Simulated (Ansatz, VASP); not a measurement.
## Mg3GeSe: VASP beside Ansatz

File INCAR:

```
SYSTEM = Mg3GeSe
PREC = Accurate ; ENCUT = 520
EDIFF = 1E-7 ; ISMEAR = 0
SIGMA = 0.05 ; LREAL = .False.
LASPH = .True. ; NELM = 100
ALGO = Fast ; ISIF = 2
LWAVE = .False. ; LCHARG = .False.
GGA = PE ; NBANDS = 21
```

The input KPOINTS:

```
Automatic mesh
0
Gamma
  4 4 4
  0 0 0
```

POSCAR

```
Mg3GeSe
1.0
    4.9333356846      0.0000000000      0.0000000000
    0.0000000000      4.9333356846      0.0000000000
    0.0000000000      0.0000000000      4.9333356846
Ge Se Mg
1 1 3
Direct
    0.0000000000      0.0000000000      0.0000000000
    0.5000000000      0.5000000000      0.5000000000
    0.5000000000      0.5000000000      0.0000000000
    0.5000000000      0.0000000000      0.5000000000
    0.0000000000      0.5000000000      0.5000000000
```

Input for Ansatz:

```yaml
crystal:
  lattice:
    - [4.9333356846, 0.0, 0.0]
    - [0.0, 4.9333356846, 0.0]
    - [0.0, 0.0, 4.9333356846]
  atoms:
    - { symbol: Ge, position: [0.0, 0.0, 0.0] }
    - { symbol: Se, position: [0.5, 0.5, 0.5] }
    - { symbol: Mg, position: [0.5, 0.5, 0.0] }
    - { symbol: Mg, position: [0.5, 0.0, 0.5] }
    - { symbol: Mg, position: [0.0, 0.5, 0.5] }
basis:
  ecutwfc: 420
kpoints:
  mp_grid: { grid: [4, 4, 4] }
hamiltonian:
  xc: pbe
scf:
  occupations: { method: gaussian, width: 0.05 }
output:
  forces: true
  stress: true
  eigenvalues: true
```

The cell comes from a database or a generator and needn't be the stable form of this composition.

Alike in both runs: task single point; functional PBE; k mesh 4 × 4 × 4; occupations gaussian, width 0.05 eV; no spin polarisation.

|  | VASP | Ansatz |
| --- | --- | --- |
| version | VASP 6.6.1 | Ansatz 0.2.0 |
| potentials or method | VASP PAW PBE potentials, release 64 (Ge_d, Se, Mg) | scalar-relativistic, plane waves, PAW |
| plane-wave cutoff (eV) | 520 | 420 |
| valence electrons in the cell | 26 | 60 |

Ansatz gave:

* gap on the k mesh at the Fermi level (eV): 0.13
* least direct gap on the mesh (eV): 0.16
* pressure (GPa): 0.7

What did VASP give for the same quantities?

gap on the k mesh at the Fermi level (eV): 0.11; least direct gap on the mesh (eV): 0.15; pressure (GPa): 0.6.

The two sets of potentials don't hold the same shells in valence.

A k mesh can miss the band edges.
